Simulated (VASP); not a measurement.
Output of a VASP run:

**OSZICAR**
```
       N       E                     dE             d eps       ncg     rms          rms(c)
DAV:   1    -0.214555267232E+05   -0.21456E+05   -0.10917E+06  1576   0.211E+06
DAV:   2    -0.369790227738E+05   -0.15523E+05   -0.15461E+05  2696   0.795E+03
DAV:   3    -0.374141790065E+05   -0.43516E+03   -0.44383E+03  2808   0.325E+03
DAV:   4    -0.374450152483E+05   -0.30836E+02   -0.61309E+02  2704   0.326E+02
DAV:   5    -0.375068604944E+05   -0.61845E+02   -0.76656E+02  2600   0.920E+01    0.110E+01
DAV:   6    -0.405640518786E+02    0.37466E+05   -0.23431E+03  1676   0.121E+02    0.532E+00
DAV:   7    -0.415114844897E+02   -0.94743E+00   -0.43554E+00  1852   0.217E+01    0.343E+00
DAV:   8    -0.131303856709E+07   -0.13130E+07   -0.22231E+07  1608   0.458E+07    0.310E+00
DAV:   9    -0.391198305212E+02    0.13130E+07   -0.11917E+03  1656   0.105E+02    0.115E+00
DAV:  10    -0.409918500416E+02   -0.18720E+01   -0.89060E+00  2000   0.527E+00    0.435E-01
DAV:  11    -0.413100243644E+02   -0.31817E+00   -0.17788E+00  1796   0.309E+00    0.176E-01
DAV:  12    -0.413705654909E+02   -0.60541E-01   -0.40376E-02  1620   0.149E+00    0.273E-01
DAV:  13    -0.414075212562E+02   -0.36956E-01   -0.83859E-03  1748   0.110E+00    0.141E-01
DAV:  14    -0.414132078029E+02   -0.56865E-02   -0.16385E-03  1904   0.415E-01    0.856E-02
DAV:  15    -0.414135922289E+02   -0.38443E-03   -0.38855E-04  1748   0.248E-01    0.717E-02
DAV:  16    -0.414134891475E+02    0.10308E-03   -0.10064E-04  1804   0.966E-02    0.589E-02
DAV:  17    -0.414134646927E+02    0.24455E-04   -0.14510E-04  1808   0.109E-01    0.281E-02
DAV:  18    -0.414136083484E+02   -0.14366E-03   -0.15843E-05  1756   0.526E-02    0.213E-02
DAV:  19    -0.414136682399E+02   -0.59891E-04   -0.48789E-06  1864   0.252E-02    0.178E-02
DAV:  20    -0.414136824090E+02   -0.14169E-04   -0.86601E-06  1752   0.288E-02    0.977E-03
DAV:  21    -0.414136850604E+02   -0.26514E-05   -0.24302E-06  1496   0.143E-02    0.381E-03
DAV:  22    -0.414136837114E+02    0.13490E-05   -0.55388E-07  1120   0.763E-03    0.272E-03
DAV:  23    -0.414136848767E+02   -0.11653E-05   -0.38905E-07  1060   0.640E-03    0.109E-03
DAV:  24    -0.414136846671E+02    0.20954E-06   -0.91633E-08   996   0.287E-03
   1 F= -.41413685E+02 E0= -.41413748E+02  d E =-.414137E+02
```

OUTCAR:
```
------------------------ aborting loop because EDIFF is reached ----------------------------------------
  FORCE on cell =-STRESS in cart. coord.  units (eV):
  Direction    XX          YY          ZZ          XY          YZ          ZX
  --------------------------------------------------------------------------------------
  Total       -0.0138421     -0.0138421      0.0727157      0.0000000     -0.0000000      0.0000000
  in kB       -0.5424493     -0.5424491      2.8496168      0.0000000     -0.0000000      0.0000000
  external PRESSURE =       0.5882395 kB  Pullay stress =       0.0000000 kB
  volume of cell :       40.88
      direct lattice vectors                 reciprocal lattice vectors
     1.232017034 -2.133915602  0.000000000     0.405838545 -0.234311047  0.000000000
     1.232017034  2.133915602  0.000000000     0.405838545  0.234311047  0.000000000
     0.000000000  0.000000000  7.775501807     0.000000000  0.000000000  0.128609063
 POSITION                                       TOTAL-FORCE (eV/Angst)
 -----------------------------------------------------------------------------------
      0.00000      0.00000      1.94388        -0.000000     -0.000000      0.000000
      0.00000      0.00000      5.83163        -0.000000      0.000000      0.000000
      1.23202      0.71131      1.94388         0.000000      0.000000     -0.000000
      1.23202     -0.71131      5.83163        -0.000000     -0.000000      0.000000
 -----------------------------------------------------------------------------------
    total drift:                               -0.000000     -0.000000      0.000000
  FREE ENERGIE OF THE ION-ELECTRON SYSTEM (eV)
  ---------------------------------------------------
  free  energy   TOTEN  =       -41.4136846671 eV

  energy  without entropy=      -41.4138748050  energy(sigma->0) =      -41.41374805

 reached required accuracy - stopping structural energy minimisation
```
(Selected blocks of OUTCAR.)

### POSCAR
```
C
1
    1.2320170335    -2.1339156022     0.0000000000
    1.2320170335     2.1339156022     0.0000000000
    0.0000000000     0.0000000000     7.7755018072
C
4
Direct
  0.0000000000   0.0000000000   0.2500000000
  0.0000000000   0.0000000000   0.7500000000
  0.3333330000   0.6666670000   0.2500000000
  0.6666670000   0.3333330000   0.7500000000
```

### Question
Reconstruct the remaining input files.

### Answer
This is not unique; one that fits is the input of the run itself, revTPSS meta-GGA, plane waves, VASP's PBE PAW potentials (set 64).

### KPOINTS
```
Automatic mesh
0
G
13 13 4
0 0 0
```

INCAR:
```
SYSTEM = C
PREC = Accurate
ENCUT = 520
EDIFF = 1E-6
NELM = 100
ALGO = Normal
LREAL = .FALSE.
LASPH = .TRUE.
ISMEAR = 1
SIGMA = 0.1
METAGGA = RTPSS
LMIXTAU = .TRUE.
LWAVE = .FALSE.
LCHARG = .FALSE.
IBRION = 2
ISIF = 3
NSW = 60
EDIFFG = -0.02
```

POTCAR, in this order: C (PBE.64 set). Program: vasp_std.

Without a dispersion term in the relaxation, distances and binding between the weakly bound layers, chains or molecules are unreliable, and so is what depends on them.

The compound is C in the graphite structure. It was relaxed first, which changed the volume by +16 %. The start is the result of an earlier pass.
